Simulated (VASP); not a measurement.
# CeC (Fm-3m) in VASP: a series of runs

Runs on CeC. Level: PBEsol. Tasks: single point.

Everything below comes from runs of VASP 6.6.1. Logs are shortened: lines on timing, memory, paths and dates and some standing lists are left out, and cuts for length are marked.

**1. The crystal as given**

Symmetry: Fm-3m, No. 225, cubic system. The conventional cell has a = 5.192 Å, b = 5.192 Å, c = 5.192 Å, α = 90.00°, β = 90.00°, γ = 90.00°. Ce (site symmetry m-3m) is surrounded by 6 C at 2.60 Å. C (site symmetry m-3m) is surrounded by 6 Ce at 2.60 Å.

The cell comes from a database or a generator and needn't be the stable form of this composition.

**2. Single point, PBEsol**

INCAR

```
PREC = Accurate
ENCUT = 520
EDIFF = 1E-6
ISMEAR = -1
SIGMA = 0.03
LREAL = False
LASPH = True
NELM = 100
ALGO = Normal
ISIF = 2
LWAVE = False
LCHARG = True
GGA = PS
LELF = True
LVHAR = True
NBANDS = 15
```

KPOINTS

```
regular mesh
0
Gamma
  12 12 12
```

POSCAR

```
CeC
1.0
    0.0000000000      2.5960690000      2.5960690000
    2.5960690000      0.0000000000      2.5960690000
    2.5960690000      2.5960690000      0.0000000000
Ce C
1 1
Direct
    0.0000000000      0.0000000000      0.0000000000
    0.5000000000      0.5000000000      0.5000000000
```

Potentials or basis: VASP PAW PBE potentials, release 64 (Ce, C).

Run with:

```console
> cat potpaw_PBE.64/Ce/POTCAR potpaw_PBE.64/C/POTCAR > POTCAR
> mpirun -np 1 vasp_std > vasp.out
```

OUTCAR:

```text
PREC = Accurate
   ENCUT = 520
   EDIFF = 1E-6
   ISMEAR = -1
   LREAL = False
   LASPH = True
   NELM = 100
   ISIF = 2
   GGA = PS

 ion  position               nearest neighbor table
   1  0.000  0.000  0.000-   2 2.60   2 2.60   2 2.60   2 2.60   2 2.60   2 2.60
   2  0.500  0.500  0.500-   1 2.60   1 2.60   1 2.60   1 2.60   1 2.60   1 2.60

  LATTYP: Found a face centered cubic cell.
 ALAT       =     5.1921380000

  Lattice vectors:

 A1 = (   0.0000000000,   2.5960690000,   2.5960690000)
 A2 = (   2.5960690000,   0.0000000000,   2.5960690000)
 A3 = (   2.5960690000,   2.5960690000,   0.0000000000)

Analysis of symmetry for initial positions (statically):
=====================================================================
 Subroutine PRICEL returns:
 Original cell was already a primitive cell.

 Routine SETGRP: Setting up the symmetry group for a
 face centered cubic supercell.

 Subroutine GETGRP returns: Found 48 space group operations
 (whereof 48 operations were pure point group operations)
 out of a pool of 48 trial point group operations.

The static configuration has the point symmetry O_h .

Analysis of symmetry for dynamics (positions and initial velocities):
=====================================================================
 Subroutine PRICEL returns:
 Original cell was already a primitive cell.

 Routine SETGRP: Setting up the symmetry group for a
 face centered cubic supercell.

 Subroutine GETGRP returns: Found 48 space group operations
 (whereof 48 operations were pure point group operations)
 out of a pool of 48 trial point group operations.

The dynamic configuration has the point symmetry O_h .

 Subroutine INISYM returns: Found 48 space group operations
 (whereof 48 operations are pure point group operations),
 and found     1 'primitive' translations

----------------------------------------------------------------------------------------

                                     Primitive cell

  volume of cell :      34.9928

  direct lattice vectors                    reciprocal lattice vectors
     0.000000000  2.596069000  2.596069000    -0.192598887  0.192598887  0.192598887
     2.596069000  0.000000000  2.596069000     0.192598887 -0.192598887  0.192598887
     2.596069000  2.596069000  0.000000000     0.192598887  0.192598887 -0.192598887

  length of vectors
     3.671395989  3.671395989  3.671395989     0.333591058  0.333591058  0.333591058

  position of ions in fractional coordinates (direct lattice)
     0.000000000  0.000000000  0.000000000
     0.500000000  0.500000000  0.500000000

  ion indices of the primitive-cell ions
   primitive index   ion index
                 1           1
                 2           2

----------------------------------------------------------------------------------------

 KPOINTS: regular mesh

Automatic generation of k-mesh.
 Grid dimensions read from file:
 generate k-points for:   12   12   12

 Generating k-lattice:

  Cartesian coordinates                     Fractional coordinates (reciprocal lattice)
    -0.016049907  0.016049907  0.016049907     0.083333333  0.000000000  0.000000000
     0.016049907 -0.016049907  0.016049907     0.000000000  0.083333333  0.000000000
     0.016049907  0.016049907 -0.016049907     0.000000000  0.000000000  0.083333333

  Length of vectors
     0.027799255  0.027799255  0.027799255

  Shift w.r.t. Gamma in fractional coordinates (k-lattice)
     0.000000000  0.000000000  0.000000000

 Subroutine IBZKPT returns following result:
 ===========================================

 Found     72 irreducible k-points:

 Following reciprocal coordinates:
            Coordinates               Weight
  0.000000  0.000000  0.000000      1.000000
  0.083333  0.000000  0.000000      8.000000
  0.166667  0.000000  0.000000      8.000000
  0.250000  0.000000  0.000000      8.000000
  0.333333  0.000000  0.000000      8.000000
  0.416667  0.000000  0.000000      8.000000
[... 16 lines left out ...]
  0.500000  0.166667  0.000000     24.000000
 -0.416667  0.166667  0.000000     24.000000
 [... further k-points ...]
   k-points           NKPTS =     72   k-points in BZ     NKDIM =     72   number of bands    NBANDS=     15
   number of dos      NEDOS =    301   number of ions     NIONS =      2
   total plane-waves  NPLWV =  21952
   dimension x,y,z NGX =    28 NGY =   28 NGZ =   28
   dimension x,y,z NGXF=    56 NGYF=   56 NGZF=   56
   ions per type =               1   1
   NGX,Y,Z   is equivalent  to a cutoff of  12.68, 12.68, 12.68 a.u.
   NGXF,Y,Z  is equivalent  to a cutoff of  25.36, 25.36, 25.36 a.u.
 SYSTEM =  unknown system
   PREC   = accura    normal or accurate (medium, high low for compatibility)
   ISTART =      0    job   : 0-new  1-cont  2-samecut
   ICHARG =      2    charge: 1-file 2-atom 10-const
   ISPIN  =      1    spin polarized calculation?
   LNONCOLLINEAR =      F non collinear calculations
   LSORBIT =      F    spin-orbit coupling
   LASPH  =      T    aspherical Exc in radial PAW
   ENCUT  =  520.0 eV  38.22 Ry    6.18 a.u.   6.83  6.83  6.83*2*pi/ulx,y,z
   NELM   =    100;   NELMIN=  2; NELMDL= -5     # of ELM steps
   EDIFF  = 0.1E-05   stopping-criterion for ELM
   LREAL  =      F    real-space projection
   EDIFFG = 0.1E-04   stopping-criterion for IOM
   NSW    =      0    number of steps for IOM
   IBRION =     -1    ionic relax: 0-MD 1-quasi-New 2-CG
   NFREE  =      0    steps in history (QN), initial steepest desc. (CG)
   ISIF   =      2    stress and relaxation
   ISYM   =      2    0-nonsym 1-usesym 2-fastsym
   POTIM  = 0.5000    time-step for ionic-motion
   TEBEG  =    0.0;   TEEND  =   0.0 temperature during run
   PSTRESS=    0.0 pullay stress
   NELECT =      16.0000    total number of electrons
   NUPDOWN=      -1.0000    fix difference up-down
   EMIN   =  10.00;   EMAX   =-10.00  energy-range for DOS
   EFERMI =   0.00;   METHOD = LEGACY
   ISMEAR =    -1;   SIGMA  =   0.03  broadening in eV -4-tet -1-fermi 0-gaus
   EFERMI_NEDOS =   21; number of points for ismear=-14 and -15
   IALGO  =     38    algorithm
   IMIX   =      4    mixing-type and parameters
     AMIX     =   0.40;   BMIX     =  1.00
     AMIX_MAG =   1.60;   BMIX_MAG =  1.00
  volume/ion in A,a.u.               =      17.50       118.07
  Fermi-wavevector in a.u.,A,eV,Ry     =   1.261213  2.383348 21.642235  1.590659
  Thomas-Fermi vector in A             =   2.394684
   LORBIT       =      0    0 simple, 1 ext, 2 COOP (PROOUT), +10 PAW based schemes
   GGA     = PS    functional components
   LHFCALC =     F    Hartree Fock is set to
   AEXX    =    0.0000 exact exchange contribution
   IVDW    =     0    specifies the selected vdW correction
   LEPSILON=     F    determine dielectric tensor
   LRPA    =     F    only Hartree local field effects (RPA)
 non-spin polarized calculation
  energy-cutoff  :      520.00
  volume of cell :       34.99
 maximum number of plane-waves:       960
   NGX = 13   NGY = 13   NGZ = 13

 number of electron      16.0000000 magnetization

 Free energy of the ion-electron system (eV)
  ---------------------------------------------------
  ext. energy  EPLUGINS =         0.00000000
  ---------------------------------------------------
  free energy    TOTEN  =       -16.26426399 eV

  energy without entropy =      -16.25982821  energy(sigma->0) =      -16.26204610

 E-fermi :   7.2256     XC(G=0): -11.4295

 val. band max:        7.2136593565   @ k =   0.4167   0.3333   0.0833
 cond. band min:       7.2365116366   @ k =  -0.4167   0.4167   0.0000
 fundamental gap:      0.0228522802
 Fermi energy:         7.2256447254

 k-point     1 :       0.0000    0.0000    0.0000
  band No.  band energies     occupation
      1     -26.7070      2.00000
      2      -8.6870      2.00000
      3      -8.6870      2.00000
      4      -8.6870      2.00000
      5      -1.8311      2.00000
      6       6.6185      2.00000
      7       6.6185      2.00000
      8       6.6185      2.00000
      9       7.5062      0.00017
     10       8.1673      0.00000
     11       8.1673      0.00000
     12       8.1673      0.00000
     13       9.4695      0.00000
     14       9.4695      0.00000
     15       9.4695      0.00000

 k-point     2 :       0.0833    0.0000    0.0000
  band No.  band energies     occupation
      1     -26.6935      2.00000
      2      -8.8340      2.00000
      3      -8.6962      2.00000
      4      -8.6962      2.00000
      5      -1.6504      2.00000
      6       6.4727      2.00000
      7       6.5467      2.00000
      8       6.5467      2.00000
      9       7.4883      0.00031
     10       8.1115      0.00000
     11       8.1115      0.00000
     12       8.1683      0.00000
     13       9.0861      0.00000
     14       9.3618      0.00000
     15       9.3618      0.00000

 k-point     3 :       0.1667    0.0000    0.0000
  band No.  band energies     occupation
      1     -26.6562      2.00000
      2      -9.2055      2.00000
      3      -8.7213      2.00000
      4      -8.7213      2.00000
      5      -1.1831      2.00000
      6       6.0230      2.00000
      7       6.3334      2.00000
      8       6.3334      2.00000
      9       7.4675      0.00063
     10       8.0042      0.00000
     11       8.0042      0.00000
     12       8.1708      0.00000
     13       8.6210      0.00000
     14       8.8325      0.00000
     15       8.8325      0.00000
[... 343 lines left out ...]
 k-point    23 :       0.5000    0.1667    0.0000
  band No.  band energies     occupation
      1     -26.4832      2.00000
      2     -10.2483      2.00000
      3      -9.0863      2.00000
      4      -8.9302      2.00000
      5      -0.0849      2.00000
      6       4.7288      2.00000
      7       5.8518      2.00000
      8       6.0177      2.00000
      9       7.6733      0.00000
     10       7.8071      0.00000
     11       7.8275      0.00000
     12       8.0498      0.00000
     13       8.0698      0.00000
     14       8.1490      0.00000
     15       8.2725      0.00000

 k-point    24 :      -0.4167    0.1667    0.0000
  band No.  band energies     occupation
      1     -26.4796      2.00000
      2     -10.2689      2.00000
      3      -9.1463      2.00000
      4      -8.8858      2.00000
      5       0.0373      2.00000
      6       4.5535      2.00000
      7       5.6418      2.00000
      8       6.1553      2.00000
      9       7.7500      0.00000
     10       7.7773      0.00000
     11       7.8036      0.00000
     12       8.0633      0.00000
     13       8.0782      0.00000
     14       8.1469      0.00000
     15       8.2094      0.00000

 [... further k-points ...]

------------------------ aborting loop because EDIFF is reached ----------------------------------------

  FORCE on cell =-STRESS in cart. coord.  units (eV):
  Direction    XX          YY          ZZ          XY          YZ          ZX
  --------------------------------------------------------------------------------------
  -------------------------------------------------------------------------------------
  Total       -0.9828329     -0.9828329     -0.9828329      0.0000000     -0.0000000     -0.0000000
  in kB      -44.9999014    -44.9999014    -44.9999014      0.0000000     -0.0000000     -0.0000000
  external PRESSURE =     -44.9999014 kB  Pullay stress =       0.0000000 kB

 VOLUME and BASIS-vectors are now :
 -----------------------------------------------------------------------------
  energy-cutoff  :      520.00
  volume of cell :       34.99
      direct lattice vectors                 reciprocal lattice vectors
     0.000000000  2.596069000  2.596069000    -0.192598887  0.192598887  0.192598887
     2.596069000  0.000000000  2.596069000     0.192598887 -0.192598887  0.192598887
     2.596069000  2.596069000  0.000000000     0.192598887  0.192598887 -0.192598887

 POSITION                                       TOTAL-FORCE (eV/Angst)
 -----------------------------------------------------------------------------------
      0.00000      0.00000      0.00000        -0.000000     -0.000000     -0.000000
      2.59607      2.59607      2.59607         0.000000      0.000000      0.000000
 -----------------------------------------------------------------------------------
    total drift:                                0.000000      0.000000      0.000000

  FREE ENERGIE OF THE ION-ELECTRON SYSTEM (eV)
  ---------------------------------------------------
  free  energy   TOTEN  =       -16.2642639907 eV

  energy  without entropy=      -16.2598282098  energy(sigma->0) =      -16.26204610
```

Run time: 63 s. Hardware: 1 thread of Intel Xeon Platinum 8259CL at 2.50GHz (Skylake/Cascade Lake), shared host; peak memory 0.2 GiB.

Results:

```
Free energy            : -16.2643 eV
Pressure               : -4.5 GPa
Band gap on the k mesh : none (metal or under the smearing width)
```

Caveat: the PAW data sets were made with another functional, which shifts forces and pressure a little; without U or exact exchange the open f shell lies at the Fermi level, which spoils levels, moments and volumes. The run has no spin-orbit coupling, so splittings on Ce are missing.

(Part 1 of 2 ends here.)
